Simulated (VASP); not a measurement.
The system is GaSb.

```
CELL_PARAMETERS angstrom
0.00000 3.05740 3.05740
3.05740 0.00000 3.05740
3.05740 3.05740 0.00000
ATOMIC_POSITIONS crystal
Ga 0.00000 0.00000 0.00000
Sb 0.25000 0.25000 0.25000
```

Base run:

```yaml
Program: VASP 6.6.1
Functional: HSE06
Potentials_or_basis: VASP PAW PBE potentials, release 64 (Ga_d, Sb)
Cutoff: 520 eV
k_mesh: 6 × 6 × 6
Occupations: gaussian, width 0.03 eV
Spin: no spin polarisation
```

Its results: band gap on the k mesh 0.87 eV, direct; pressure 0.2 GPa.

Problem. The run is repeated on the same cell with these changes: functional from HSE06 to PBE0. What comes out?

Solution. Band gap on the k mesh 1.44 eV, direct; pressure -0.1 GPa.

Caveats: the PAW data sets were made with another functional, which shifts forces and pressure a little; spin-orbit coupling is left out, which moves the levels of the heavy elements.
